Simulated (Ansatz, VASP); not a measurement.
# Cross-check of Hf12O19 (amorphous HfO1.58) between VASP and Ansatz, part 2 of 3

Wanted: the spread between two codes on one cell, functional and k mesh. Of the first pair: The structure shown is the start of the Ansatz relaxation below; VASP solves that cell, so the two are compared at the walk's first step.

VASP 6.6.1 and Ansatz 0.2.0.

So far: Starting point; Ansatz: relaxation, PBE.

## 3. VASP: single point, PBE, start cell, pair 1

Level of this step: PBE; plane waves and PAW (Hf_pv, O) (VASP).

The same cell, functional, mesh and smearing now go to VASP, with its own data sets.

Lines of VASP's logs that name or quote its potential files are left out, and so is its time.

Contents of INCAR:

```
SYSTEM = Hf12O19
PREC = Accurate
ENCUT = 520
EDIFF = 1E-06
NELM = 120
ISMEAR = -1
SIGMA = 0.025
LREAL = Auto
ALGO = Normal
GGA = PE
NBANDS = 280
LASPH = .TRUE.
LORBIT = 11
LWAVE = .FALSE.
LCHARG = .FALSE.
ISIF = 2
GGA_COMPAT = .FALSE.
EFERMI = MIDGAP
NCORE = 2
```

Contents of POSCAR:

```
Hf12O19
1.0
    9.5181700000      0.0000000000      0.0000000000
    0.0000000000      9.5181700000      0.0000000000
    0.0000000000      0.0000000000      9.5181700000
Hf O
24 38
Direct
    0.8038204823      0.8357068638      0.0700975082
    0.5940532686      0.9399285787      0.4809853155
    0.2054596629      0.5426148094      0.7719446070
    0.7328929826      0.4042268629      0.3189373588
    0.4354198339      0.5719061542      0.4576615043
    0.8279217539      0.8531892160      0.6927907360
    0.5176310152      0.7311069250      0.7974642184
    0.0382741640      0.2458350712      0.7444918508
    0.6960791833      0.4999490448      0.9241377282
    0.1355932916      0.9051634926      0.8649456776
    0.2930500296      0.9565809394      0.3645658777
    0.0345549617      0.0479398876      0.5050130435
    0.7132043239      0.2132342667      0.7136245728
    0.8403506136      0.5082174410      0.6011029431
    0.4275716866      0.2884903295      0.8964748476
    0.3056259764      0.1874519997      0.5821076951
    0.0203715630      0.6933790844      0.3773309365
    0.7533906203      0.1672170176      0.0984222808
    0.4141762545      0.9601635609      0.0605893780
    0.3725716183      0.2512247627      0.2875973007
    0.0095606613      0.4157626939      0.0865712632
    0.0968148289      0.3190949521      0.4131571510
    0.3125495762      0.5982557571      0.1531596935
    0.0898702166      0.1279342563      0.1764729985
    0.7934508419      0.4753434746      0.1092016638
    0.2124883250      0.6021430590      0.3383948805
    0.9109103956      0.2690748327      0.2365475716
    0.8362111624      0.3831513831      0.7847201720
    0.3743366635      0.7952579120      0.1840900089
    0.3910415553      0.6011764867      0.6742157368
    0.1570680078      0.0586142084      0.7174383311
    0.4591954126      0.0919084236      0.4332240336
    0.6431908655      0.5426148094      0.4617169057
    0.7140658341      0.6266750857      0.7399111384
    0.1719448171      0.5465651486      0.9913460255
    0.6414888576      0.7126790129      0.9785599543
    0.2496068047      0.3195152009      0.7873047025
    0.1822199015      0.9632839086      0.0643611114
    0.7561432502      0.3091035357      0.5291983648
    0.6535184810      0.2725313795      0.9341396508
    0.1809906736      0.3364512296      0.1920852433
    0.4625574034      0.7828395584      0.4529021860
    0.3659947238      0.8600497785      0.8780679479
    0.6146454623      0.8909906001      0.6956589344
    0.8753048117      0.0772732574      0.7273667102
    0.3217320136      0.3750720989      0.4713511106
    0.9297375441      0.7253705282      0.1966134246
    0.0027631362      0.2424520680      0.9712476243
    0.1330402798      0.7308547757      0.7591795482
    0.9170250164      0.8395311284      0.8924614711
    0.1317795333      0.8581271400      0.4535640780
    0.6328212251      0.9878054290      0.0589399013
    0.9015073276      0.7091489225      0.5574601000
    0.5007159990      0.1974013912      0.7172387129
    0.8019293625      0.9575685242      0.4899471222
    0.3826155658      0.1770613469      0.0661051442
    0.8979352123      0.0162005932      0.1282494429
    0.9276257936      0.4917857109      0.3931427995
    0.0585616773      0.4572202430      0.6382844601
    0.4770349763      0.4967446473      0.9263650471
    0.4565793635      0.4793148263      0.2499430037
    0.6172720176      0.2443747065      0.2400251309
```

Contents of KPOINTS:

```
Automatic mesh
0
Gamma
1 1 1
0 0 0
```

PAW data sets: Hf_pv and O (PBE family, release 64).

Launch:

```console
$ mpirun -np 8 vasp_gam
```

Numbers of over 12 decimals in the logs are rounded to 6 here.

Output:

```text
[banner, memory and clock lines left out]
running    8 mpi-ranks, on    1 nodes
[...]
LDA part: xc-table for (Slater+PW92), standard interpolation
 POSCAR, INCAR and KPOINTS ok, starting setup
[...]
entering main loop
       N       E                     dE             d eps       ncg     rms          rms(c)
DAV:   1     0.434908887314E+04    0.43491E+04   -0.30161E+05   568   0.174E+03
DAV:   2    -0.319929414381E+03   -0.46690E+04   -0.44993E+04   688   0.477E+02
DAV:   3    -0.700747034789E+03   -0.38082E+03   -0.37644E+03   672   0.115E+02
DAV:   4    -0.710337995386E+03   -0.95910E+01   -0.94975E+01   656   0.192E+01
[...]
DAV:  19    -0.603751566400E+03   -0.22212E-05   -0.24985E-05   664   0.117E-02    0.267E-02
DAV:  20    -0.603751567649E+03   -0.12487E-05   -0.82218E-06   592   0.623E-03    0.127E-02
DAV:  21    -0.603751568265E+03   -0.61606E-06   -0.34187E-06   512   0.455E-03
   1 F= -.60375157E+03 E0= -.60372562E+03  d E =-.518955E-01
```

Parts of OUTCAR (step 3):

```text
  Total       -1.4275048     20.2200526     12.6876707     -1.9940364     -5.4345810      4.9867774
  in kB       -2.6523315     37.5692472     23.5739365     -3.7049580    -10.0975562      9.2655284
  external PRESSURE =      19.4969507 kB  Pullay stress =       0.0000000 kB

 POSITION                                       TOTAL-FORCE (eV/Angst)
 -----------------------------------------------------------------------------------
      7.65090      7.95440      0.66720        -0.502319     -0.640153      0.040530
      5.65430      8.94640      4.57810         0.984060      0.503132     -0.165706
      1.95560      5.16470      7.34750        -0.681213      0.076017      0.471214
      6.97580      3.84750      3.03570         0.238170      0.110233      0.743351
      4.14440      5.44350      4.35610        -0.070684      0.280395     -0.034491
      7.88030      8.12080      6.59410         0.757087      0.082614      0.381914
      4.92690      6.95880      7.59040         0.337151     -0.547006      0.489884
      0.36430      2.33990      7.08620        -0.615865      1.230867      0.616072
      6.62540      4.75860      8.79610         0.301977      0.014535     -1.218032
      1.29060      8.61550      8.23270         0.029210      0.059999     -0.865859
      2.78930      9.10490      3.47000         0.097899      0.162820      0.082026
      0.32890      0.45630      4.80680        -1.853291     -0.918258      0.815930
      6.78840      2.02960      6.79240        -0.431381      0.727367     -0.650389
      7.99860      4.83730      5.72140        -0.405038     -0.732077      0.738869
[...]
-----------------------------------------------------------------------------------
    total drift:                               -0.013815      0.003825      0.014686

  FREE ENERGIE OF THE ION-ELECTRON SYSTEM (eV)
  ---------------------------------------------------
  free  energy   TOTEN  =      -603.7515682653 eV

  energy  without entropy=     -603.6996727500  energy(sigma->0) =     -603.72562051

[... 2 further parts left out ...]
[key lines of the parts left out:]
E-fermi :   5.8428
```

The run ends at a pressure of 1.95 GPa, with forces up to 3.2 eV/Å.

## 4. Side by side

Known differences besides the potentials themselves: the data sets hold 852 valence electrons in Ansatz (on its default PAW (the set named soft_2) files) and 468 in VASP; the cutoff is 420 eV in Ansatz and 520 eV in VASP (PREC = Accurate, projectors in real space). Total energies have different zeros and are not compared.

Forces on 8 of the 62 atoms, those with the largest forces and the largest differences (eV/Å; atoms numbered as in POSCAR):

```csv
atom,"Ansatz x, y, z","VASP x, y, z"
Hf12,"-1.919, -0.869, 0.776","-1.853, -0.918, 0.816"
Hf16,"1.848, -1.402, 2.176","1.860, -1.342, 2.176"
Hf20,"2.320, 0.128, -2.219","2.299, 0.180, -2.221"
Hf21,"-0.627, 1.508, -1.286","-0.614, 1.370, -1.219"
Hf22,"-1.022, 2.364, 1.471","-0.984, 2.399, 1.426"
Hf24,"-0.075, -1.987, -0.848","-0.169, -1.929, -0.942"
O51,"-0.756, -1.666, -0.101","-0.796, -1.609, -0.199"
O61,"0.263, 0.181, 0.115","0.165, 0.240, 0.184"
```

The forces differ by 47 meV/Å r.m.s., which is 7.2 % of the r.m.s. force of 0.655 eV/Å (both taken over all components).

## 5. Ansatz: relaxation, PBE

This run makes the geometry at which the two programs are then compared. The cell compared in this pair holds 888.29 Å³, against 862.30 Å³ for the pair before.

The structure compared here is the end of the Ansatz relaxation.

Contents of input.yaml:

```yaml
crystal:
  lattice:
    - [9.51817, 0.0, 0.0]
    - [0.0, 9.51817, 0.0]
    - [0.0, 0.0, 9.51817]
  atoms:
    - { symbol: Hf, position: [0.80382, 0.83571, 0.0701] }
    - { symbol: Hf, position: [0.59405, 0.93993, 0.48099] }
    - { symbol: Hf, position: [0.20546, 0.54262, 0.77194] }
    - { symbol: Hf, position: [0.73289, 0.40423, 0.31894] }
    - { symbol: Hf, position: [0.43542, 0.57191, 0.45766] }
    - { symbol: Hf, position: [0.82792, 0.85319, 0.69279] }
    - { symbol: Hf, position: [0.51763, 0.73111, 0.79746] }
    - { symbol: Hf, position: [0.03827, 0.24584, 0.74449] }
    - { symbol: Hf, position: [0.69608, 0.49995, 0.92414] }
    - { symbol: Hf, position: [0.13559, 0.90516, 0.86495] }
    - { symbol: Hf, position: [0.29305, 0.95658, 0.36457] }
    - { symbol: Hf, position: [0.03455, 0.04794, 0.50501] }
    - { symbol: Hf, position: [0.7132, 0.21323, 0.71362] }
    - { symbol: Hf, position: [0.84035, 0.50822, 0.6011] }
    - { symbol: Hf, position: [0.42757, 0.28849, 0.89647] }
    - { symbol: Hf, position: [0.30563, 0.18745, 0.58211] }
    - { symbol: Hf, position: [0.02037, 0.69338, 0.37733] }
    - { symbol: Hf, position: [0.75339, 0.16722, 0.09842] }
    - { symbol: Hf, position: [0.41418, 0.96016, 0.06059] }
    - { symbol: Hf, position: [0.37257, 0.25122, 0.2876] }
    - { symbol: Hf, position: [0.00956, 0.41576, 0.08657] }
    - { symbol: Hf, position: [0.09682, 0.3191, 0.41316] }
    - { symbol: Hf, position: [0.31255, 0.59826, 0.15316] }
    - { symbol: Hf, position: [0.08987, 0.12793, 0.17647] }
    - { symbol: O, position: [0.79345, 0.47534, 0.1092] }
    - { symbol: O, position: [0.21249, 0.60214, 0.33839] }
    - { symbol: O, position: [0.91091, 0.26907, 0.23655] }
    - { symbol: O, position: [0.83621, 0.38315, 0.78472] }
    - { symbol: O, position: [0.37434, 0.79526, 0.18409] }
    - { symbol: O, position: [0.39104, 0.60118, 0.67422] }
    - { symbol: O, position: [0.15707, 0.05861, 0.71744] }
    - { symbol: O, position: [0.4592, 0.09191, 0.43322] }
    - { symbol: O, position: [0.64319, 0.54262, 0.46172] }
    - { symbol: O, position: [0.71407, 0.62668, 0.73991] }
    - { symbol: O, position: [0.17194, 0.54656, 0.99135] }
    - { symbol: O, position: [0.64149, 0.71268, 0.97856] }
    - { symbol: O, position: [0.24961, 0.31952, 0.7873] }
    - { symbol: O, position: [0.18222, 0.96328, 0.06436] }
    - { symbol: O, position: [0.75614, 0.3091, 0.5292] }
    - { symbol: O, position: [0.65352, 0.27253, 0.93414] }
    - { symbol: O, position: [0.18099, 0.33645, 0.19209] }
    - { symbol: O, position: [0.46256, 0.78284, 0.4529] }
    - { symbol: O, position: [0.366, 0.86005, 0.87807] }
    - { symbol: O, position: [0.61465, 0.89099, 0.69566] }
    - { symbol: O, position: [0.8753, 0.07727, 0.72737] }
    - { symbol: O, position: [0.32173, 0.37507, 0.47135] }
    - { symbol: O, position: [0.92974, 0.72537, 0.19661] }
    - { symbol: O, position: [0.00276, 0.24245, 0.97125] }
    - { symbol: O, position: [0.13304, 0.73086, 0.75918] }
    - { symbol: O, position: [0.91703, 0.83953, 0.89246] }
    - { symbol: O, position: [0.13178, 0.85813, 0.45356] }
    - { symbol: O, position: [0.63282, 0.98781, 0.05894] }
    - { symbol: O, position: [0.90151, 0.70915, 0.55746] }
    - { symbol: O, position: [0.50072, 0.1974, 0.71724] }
    - { symbol: O, position: [0.80193, 0.95757, 0.48995] }
    - { symbol: O, position: [0.38262, 0.17706, 0.0661] }
    - { symbol: O, position: [0.89794, 0.0162, 0.12825] }
    - { symbol: O, position: [0.92763, 0.49179, 0.39314] }
    - { symbol: O, position: [0.05856, 0.45722, 0.63828] }
    - { symbol: O, position: [0.47704, 0.49674, 0.92637] }
    - { symbol: O, position: [0.45658, 0.47931, 0.24994] }
    - { symbol: O, position: [0.61727, 0.24437, 0.24003] }
kpoints:
  mp_grid: { grid: [1, 1, 1] }
hamiltonian:
  xc: pbe
scf:
  occupations: { method: fermi_dirac, width: 0.025 }
output:
  forces: true
relax:
  f_tol: 0.04
  max_steps: 250
  cell: {}
```

Launch:

```console
$ ansatz run input.yaml --threads 4 --pin off --max-ram 8192MiB --backend cpu --events-out ev --progress --plain --runs-dir out
```

Output:

```text
[...]
Crystal: 62 atoms, lattice volume = 862.304 Å³
Basis set: ecut = 420 eV, 16831 PW (Γ), exchange–correlation on 128×128×128 points (8 copies of the dense FFT grid, shifted against one another)
Bands: 512, of which v1, the nominal top of the filled ones, is band 426 counted from 1 (425 counted from 0)
Symmetry: 1 space group operations
[...]
k-points: 1
[...]
- { symbol: O, position: [0.876658, 0.256055, 0.215900] }
    - { symbol: O, position: [0.831991, 0.373633, 0.751859] }
    - { symbol: O, position: [0.349126, 0.813971, 0.172481] }
    - { symbol: O, position: [0.387490, 0.608142, 0.669714] }
    - { symbol: O, position: [0.164941, 0.092001, 0.757101] }
    - { symbol: O, position: [0.449991, 0.079444, 0.453314] }
[...]
- { symbol: O, position: [0.054845, 0.437265, 0.609499] }
    - { symbol: O, position: [0.482894, 0.487230, 0.952423] }
    - { symbol: O, position: [0.511831, 0.534887, 0.253588] }
    - { symbol: O, position: [0.583076, 0.273157, 0.265523] }
[key lines of the parts left out:]
P = ⅓ Tr σ = 0.0021 GPa (0.021 kbar)
```

(Part 2 of 3 ends here.)

[Lines on the potential files, build, host, timing and source positions are cut from VASP's logs without a mark.]

[Logs are printed without paths, hosts, clocks, repeated set-up lines and the standing remarks that a program may print on its own settings, such as how far it seeks lower states.]

[Hosts, paths, dates, database ids (printed as entryN), source tags and the programs' standing remarks are cut or masked in the printed files.]
